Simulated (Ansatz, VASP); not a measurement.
# Cross-check of NiO between VASP and Ansatz, part 2 of 2

One calculation is typed for both programs; each brings its own data sets. How far apart do they land? The cell is taken from a series of runs on this material, whose earlier steps may have relaxed, scaled, displaced or heated it; both programs get it as it stands.

VASP 6.6.1 and Ansatz 0.2.0.

So far: Set-up; Ansatz: relaxation of cell and atoms, PBE with D4.

### Step 3. VASP: relaxation of cell and atoms, PBE with D4

Level of this step: PBE with D4, spin-polarised from an antiferromagnetic start; plane waves and PAW (Ni, O) (VASP).

The same cell, functional, mesh and smearing now go to VASP, with its own data sets.

Lines of VASP's logs that name or quote its potential files are left out, and so is its time.

The input, INCAR:

```
SYSTEM = NiO
PREC = Accurate
ENCUT = 600
EDIFF = 1E-07
NELM = 200
ISMEAR = -1
SIGMA = 0.05
LREAL = .FALSE.
ALGO = Normal
GGA = PE
IVDW = 13
NBANDS = 24
ISPIN = 2
MAGMOM = 1.36 -1.36 0 -0
LASPH = .TRUE.
LMAXMIX = 4
LORBIT = 11
LWAVE = .FALSE.
LCHARG = .FALSE.
ISIF = 3
IBRION = 2
NSW = 80
EDIFFG = -0.005
GGA_COMPAT = .FALSE.
NELMIN = 4
KPAR = 2
```

The input, POSCAR:

```
NiO
1.0
    2.0859020000      2.0859020000      4.1718030000
    4.1718030000      2.0859020000      2.0859020000
    2.0859020000      4.1718030000      2.0859020000
Ni O
2 2
Direct
    0.0000000000      0.0000000000      0.0000000000
    0.4999999401      0.4999999401      0.4999999401
    0.2500000300      0.2500000300      0.2500000300
    0.7499999700      0.7499999700      0.7499999700
```

The input, KPOINTS:

```
Automatic mesh
0
Gamma
10 10 10
0 0 0
```

Potentials, in the order of the species: Ni and O (PBE family, release 64).

Started as:

```sh
> mpirun -np 2 vasp_std
```

Numbers of over 12 decimals in the logs are rounded to 6 here.

The program printed:

```text
[banner, memory and clock lines left out]
running    2 mpi-ranks, on    1 nodes
 distrk:  each k-point on    1 cores,    2 groups
 distr:  one band on    1 cores,    1 groups

 POSCAR found type information on POSCAR NiO
 POSCAR found :  2 types and       4 ions
 LDA part: xc-table for (Slater+PW92), standard interpolation
 POSCAR, INCAR and KPOINTS ok, starting setup
 FFT: planning ... GRIDC
 FFT: planning ... GRID_SOFT
 FFT: planning ... GRID
 WAVECAR not read
 entering main loop
       N       E                     dE             d eps       ncg     rms          rms(c)
DAV:   1     0.261854016104E+03    0.26185E+03   -0.16726E+04 11456   0.196E+03
DAV:   2    -0.237380220844E+01   -0.26423E+03   -0.23930E+03 11800   0.386E+02
DAV:   3    -0.271450423347E+02   -0.24771E+02   -0.23635E+02 13128   0.132E+02
DAV:   4    -0.276256417947E+02   -0.48060E+00   -0.47966E+00 12352   0.188E+01
DAV:   5    -0.276378725693E+02   -0.12231E-01   -0.12230E-01 14032   0.287E+00    0.206E+01
DAV:   6    -0.251282575853E+02    0.25096E+01   -0.25585E+01 14992   0.934E+01    0.227E+01
DAV:   7    -0.234144723543E+02    0.17138E+01   -0.56297E+00 13088   0.721E+01    0.935E+00
DAV:   8    -0.235201331186E+02   -0.10566E+00   -0.11506E+00 13608   0.980E+00    0.586E+00
DAV:   9    -0.234728311860E+02    0.47302E-01   -0.74851E-02 17208   0.798E+00    0.154E+00
DAV:  10    -0.234869420471E+02   -0.14111E-01   -0.43858E-02 16600   0.341E+00    0.695E-01
DAV:  11    -0.234852822963E+02    0.16598E-02   -0.82577E-03 16448   0.269E+00    0.107E-01
DAV:  12    -0.234856107715E+02   -0.32848E-03   -0.29167E-03 11560   0.437E-01    0.714E-02
DAV:  13    -0.234855858604E+02    0.24911E-04   -0.10778E-04 15448   0.975E-02    0.361E-02
DAV:  14    -0.234855916701E+02   -0.58097E-05   -0.36166E-05 13312   0.112E-01    0.204E-02
DAV:  15    -0.234855916652E+02    0.49336E-08   -0.76201E-06 14696   0.487E-02    0.549E-03
DAV:  16    -0.234855917966E+02   -0.13137E-06   -0.81962E-07 13320   0.158E-02    0.217E-03
DAV:  17    -0.234855917494E+02    0.47196E-07   -0.81634E-08  6280   0.575E-03
   1 F= -.24735202E+02 E0= -.24735198E+02  d E =-.247352E+02  mag=    -0.0000
[...]
2 F= -.24736226E+02 E0= -.24736223E+02  d E =-.102468E-02  mag=    -0.0000
[...]
3 F= -.24736886E+02 E0= -.24736883E+02  d E =-.168480E-02  mag=    -0.0000
[...]
4 F= -.24736885E+02 E0= -.24736882E+02  d E =-.168384E-02  mag=    -0.0000
[...]
5 F= -.24737008E+02 E0= -.24737005E+02  d E =-.122400E-03  mag=    -0.0000
 trial-energy change:   -0.000122  1 .order   -0.000122   -0.000145   -0.000099
 step:   2.6122(harm=  2.8740)  dis= 0.00000  next Energy=   -24.737100 (dE=-0.215E-03)
 bond charge predicted
       N       E                     dE             d eps       ncg     rms          rms(c)
DAV:   1    -0.234798618757E+02   -0.80966E-03   -0.40874E-02 11608   0.155E+00    0.229E-01
DAV:   2    -0.234793875605E+02    0.47432E-03   -0.53819E-04 14576   0.415E-01    0.132E-01
DAV:   3    -0.234791915173E+02    0.19604E-03   -0.13747E-04 17088   0.307E-01    0.563E-02
DAV:   4    -0.234792079970E+02   -0.16480E-04   -0.35095E-05 16240   0.108E-01    0.195E-02
DAV:   5    -0.234792029127E+02    0.50843E-05   -0.20787E-06 16368   0.428E-02    0.922E-03
DAV:   6    -0.234792024032E+02    0.50956E-06   -0.10869E-06 16880   0.173E-02    0.378E-03
DAV:   7    -0.234792024894E+02   -0.86202E-07   -0.13324E-07  6496   0.850E-03
   6 F= -.24737112E+02 E0= -.24737109E+02  d E =-.226306E-03  mag=    -0.0000
 curvature:  -1.56 expect dE=-0.165E-04 dE for cont linesearch -0.168E-05
 trial: gam=-0.11773 g(F)=  0.289E-41 g(S)=  0.106E-04 ort = 0.137E-04 (trialstep = 0.126E+01)
 search vector abs. value=  0.974E-05
 reached required accuracy - stopping structural energy minimisation
```

OUTCAR, selected parts (step 3):

```text
ion  position               nearest neighbor table
   1  0.000  0.000  0.000-   4 2.09   3 2.09   4 2.09   4 2.09   3 2.09   3 2.09   2 2.95   2 2.95
                             2 2.95   2 2.95   2 2.95   2 2.95
   2  0.500  0.500  0.500-   4 2.09   4 2.09   4 2.09   3 2.09   3 2.09   3 2.09   1 2.95   1 2.95
                             1 2.95   1 2.95   1 2.95   1 2.95
   3  0.250  0.250  0.250-   1 2.09   1 2.09   1 2.09   2 2.09   2 2.09   2 2.09
   4  0.750  0.750  0.750-   1 2.09   1 2.09   1 2.09   2 2.09   2 2.09   2 2.09

  LATTYP: Found a trigonal (rhomboedric) cell.
 ALAT       =     5.1093947370
 COS(alpha) =     0.8333334399

 Subroutine GETGRP returns: Found 12 space group operations
 (whereof 12 operations were pure point group operations)

The static configuration has the point symmetry D_3d.

 Found    116 irreducible k-points:

   k-points           NKPTS =    116   k-points in BZ     NKDIM =    116   number of bands    NBANDS=     24

   dimension x,y,z NGX =    42 NGY =   42 NGZ =   42
   dimension x,y,z NGXF=    84 NGYF=   84 NGZF=   84

   ENCUT  =  600.0 eV  44.10 Ry    6.64 a.u.  10.20 10.20 10.20*2*pi/ulx,y,z

   NELECT =      32.0000    total number of electrons

 k-points in reciprocal lattice and weights: Automatic mesh
   0.00000000  0.00000000  0.00000000       0.001
   0.10000000 -0.00000000 -0.00000000       0.006
   0.20000000 -0.00000000 -0.00000000       0.006
   0.30000000  0.00000000  0.00000000       0.006
   0.40000000 -0.00000000 -0.00000000       0.006
   0.50000000 -0.00000000 -0.00000000       0.003
   0.10000000  0.10000000  0.00000000       0.006
   0.20000000  0.10000000  0.00000000       0.012
   0.30000000  0.10000000  0.00000000       0.012
[...]
-0.40000000  0.50000000  0.40000000       0.006
   0.50000000  0.50000000  0.50000000       0.001

 average (electrostatic) potential at core
       1 -83.6447       2 -83.6447       3 -68.1142       4 -68.1142

 E-fermi :   8.0479

 spin component 1
 k-point     1 :       0.0000    0.0000    0.0000
  band No.  band energies     occupation
    ...
     12       5.9960      1.00000
     13       5.9961      1.00000
     14       6.9316      1.00000
     15       6.9317      1.00000
     16       7.2275      1.00000
     17       9.6270      0.00000
     18       9.6273      0.00000
     19       9.8299      0.00000
     20      13.7314      0.00000
     21      18.4466      0.00000
    ...

 k-point     2 :       0.1000   -0.0000   -0.0000
  band No.  band energies     occupation
    ...
     12       6.1124      1.00000
     13       6.4852      1.00000
     14       6.9744      1.00000
     15       7.0169      1.00000
     16       7.2091      1.00000
     17       9.2763      0.00000
     18       9.5591      0.00000
     19      10.5018      0.00000
     20      14.3566      0.00000
     21      18.2981      0.00000
    ...

 k-point     3 :       0.2000   -0.0000   -0.0000
  band No.  band energies     occupation
    ...
     12       6.4321      1.00000
     13       6.7123      1.00000
     14       7.0663      1.00000
     15       7.1468      1.00000
     16       7.2832      1.00000
     17       8.8333      0.00000
     18       9.3957      0.00000
     19      11.9814      0.00000
     20      15.7181      0.00000
     21      17.9160      0.00000
    ...

 k-point     4 :       0.3000    0.0000    0.0000
  band No.  band energies     occupation
    ...
     12       6.6857      1.00000
     13       6.6876      1.00000
     14       6.9276      1.00000
     15       7.3246      1.00000
     16       7.3509      1.00000
     17       8.8839      0.00000
     18       9.2188      0.00000
     19      13.5443      0.00000
     20      17.0493      0.00000
     21      17.4526      0.00000
    ...

 k-point     5 :       0.4000   -0.0000   -0.0000
  band No.  band energies     occupation
    ...
     12       6.6306      1.00000
     13       6.9057      1.00000
     14       6.9733      1.00000
     15       7.3917      1.00000
     16       7.4083      1.00000
     17       9.0418      0.00000
     18       9.0943      0.00000
     19      14.8293      0.00000
     20      16.6007      0.00000
     21      17.8078      0.00000
    ...

 k-point     6 :       0.5000   -0.0000   -0.0000
  band No.  band energies     occupation
    ...
     12       6.6142      1.00000
     13       7.0640      1.00000
     14       7.2362      1.00000
     15       7.2438      1.00000
     16       7.4042      1.00000
     17       9.0514      0.00000
     18       9.0853      0.00000
     19      15.7181      0.00000
     20      15.8681      0.00000
     21      18.0727      0.00000
    ...

  DFT-D4 for vdW energy calculation

  Edisp (eV):   -1.25791

  Total       0.01621     0.01621     0.01621    -0.00383    -0.00383    -0.00383
  in kB       0.72151     0.72151     0.72151    -0.17050    -0.17050    -0.17050
  external pressure =        0.72 kB  Pullay stress =        0.00 kB

  energy-cutoff  :      600.00
  volume of cell :       35.99
      direct lattice vectors                 reciprocal lattice vectors
     2.067780598  2.067780598  4.151722702    -0.119730995 -0.119730995  0.360128786
     4.151722702  2.067780598  2.067780598     0.360128786 -0.119730995 -0.119730995
     2.067780598  4.151722702  2.067780598    -0.119730995  0.360128786 -0.119730995

 POSITION                                       TOTAL-FORCE (eV/Angst)
 -----------------------------------------------------------------------------------
      4.15172      2.06778      2.06778         0.000000     -0.000000      0.000000
      4.14364      4.14364      4.14364        -0.000000      0.000000      0.000000
      2.07182      2.07182      2.07182         0.000000      0.000000     -0.000000
      6.21546      6.21546      6.21546        -0.000000     -0.000000     -0.000000
 -----------------------------------------------------------------------------------
    total drift:                               -0.000010     -0.000010     -0.000010

  FREE ENERGIE OF THE ION-ELECTRON SYSTEM (eV)
  ---------------------------------------------------
  free  energy   TOTEN  =       -24.7371117320 eV

  energy  without entropy=      -24.7371053697  energy(sigma->0) =      -24.73710855

 reached required accuracy - stopping structural energy minimisation

 total charge
# of ion       s       p       d       tot
------------------------------------------
    1        0.333   0.411   8.274   9.019
    2        0.333   0.411   8.274   9.019
    3        1.559   3.419   0.000   4.977
    4        1.559   3.419   0.000   4.977
--------------------------------------------------
tot          3.784   7.660  16.548  27.992

 magnetization (x)
# of ion       s       p       d       tot
------------------------------------------
    1       -0.010  -0.014   1.360   1.337
    2        0.010   0.014  -1.360  -1.337
    3        0.000   0.000   0.000   0.000
    4        0.000   0.000   0.000   0.000
--------------------------------------------------
tot          0.000  -0.000   0.000   0.000

[... 4 further parts left out ...]
```

CONTCAR:

```
NiO
   1.00000000000000
     2.0677805983223703    2.0677805983223703    4.1517227019901553
     4.1517227019901553    2.0677805983223703    2.0677805983223703
     2.0677805983223703    4.1517227019901553    2.0677805983223703
  Ni              O
     2     2
Direct
     0.0000000000000000    1.0000000000000000    0.0000000000000000
     0.4999999400999968    0.4999999400999968    0.4999999400999968
     0.2500000300000025    0.2500000300000025    0.2500000300000025
     0.7499999699999975    0.7499999699999975    0.7499999699999975
```

The magnetic state follows from one typed start and may not be the lowest.

### Step 4. Side by side

Known differences besides the potentials themselves: VASP starts from the moments at which Ansatz ended; the data sets hold 48 valence electrons in Ansatz (on its default PAW (the set named soft_2) files) and 32 in VASP; the cutoff is 420 eV in Ansatz and 600 eV in VASP; Ansatz adds a Pulay correction to the stress that steers its cell, VASP none; site moments are counted in spheres of each program's own size. Total energies have different zeros and are not compared.

The two programs side by side:

```csv
quantity,Ansatz,VASP,difference
volume (Å³),36.05,35.99,+0.16 %
"edge a after relaxation, in the typed setting (Å)",5.077,5.078,-0.03 %
moment on Ni1 (μB),1.36,1.34,+0.02
moment on Ni2 (μB),-1.36,-1.34,-0.02
```

### Step 5. Summary of results

| Quantity | Value |
| --- | --- |
| difference in volume (relaxation of cell and atoms, PBE with D4) | 0.16 % |

What this shows: The difference in volume is 0.16 % (relaxation of cell and atoms, PBE with D4), within the 1.2 % picked in this series as the mark of a large difference, as far as the stopping tolerances let one tell. The data sets hold unlike numbers of valence electrons (48 in Ansatz and 32 in VASP), so part of the differences comes from the potentials. How closely two codes agree says nothing of how well the functional describes the real material.

[Lines on the potential files, build, host, timing and source positions are cut from VASP's logs without a mark.]

[Logs are printed without paths, hosts, clocks, repeated set-up lines and the standing remarks that a program may print on its own settings, such as how far it seeks lower states.]

[Hosts, paths, dates, database ids (printed as entryN), source tags and the programs' standing remarks are cut or masked in the printed files.]
